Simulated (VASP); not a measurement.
VASP ran on this input.

File KPOINTS:
```
Automatic mesh
0
Gamma
14 14 14
0 0 0
```

POSCAR:
```
TiC
1.0
  0.0000000000   2.1662797386   2.1662797386
  2.1662797386   0.0000000000   2.1662797386
  2.1662797386   2.1662797386   0.0000000000
Ti C
1 1
Cart
 -0.2000000001  -0.0000000000  -0.0000000000
  2.1662797386   2.1662797386   2.1662797386
```

INCAR:
```
SYSTEM = TiC
PREC = Accurate; ENCUT = 600; LREAL = .FALSE.
LASPH = .TRUE.
EDIFF = 1E-7; NELM = 100; ALGO = Normal
LMAXMIX = 4; LMIXTAU = .TRUE.
ISMEAR = 1; SIGMA = 0.1
METAGGA = R2SCAN
ISIF = 2
LWAVE = .FALSE.; LCHARG = .FALSE.
```

POTCAR, in this order: Ti_sv C (PBE.64 set). Program: vasp_std.

Task: Write an equivalent input for Ansatz.

Result: One equivalent input (not run):
Ansatz 0.2 input:
```yaml
crystal:
  lattice:
    - [0.0000000, 2.1662797, 2.1662797]
    - [2.1662797, 0.0000000, 2.1662797]
    - [2.1662797, 2.1662797, 0.0000000]
  atoms:
    - { symbol: Ti, position: [0.0461621, -0.0461621, -0.0461621] }
    - { symbol: C, position: [0.5000000, 0.5000000, 0.5000000] }
kpoints:
  mp_grid: { grid: [14, 14, 14] }
hamiltonian:
  xc: r2scan
  pseudopotentials: { kind: paw }
scf:
  occupations: { method: methfessel_paxton, width: 0.1 }
  max_iter: 100
output: { forces: true, stress: true, eigenvalues: true }
```
Limits of the translation: each code has its own PAW files, so the cut-off isn't converted (ENCUT is set for VASP's; basis.ecutwfc is left out, and Ansatz then takes the one that its files recommend); Ansatz stops its SCF on the density residual and VASP on the energy change (EDIFF).

The compound is TiC in the rock salt structure. This cell was strained or had an atom moved on purpose.
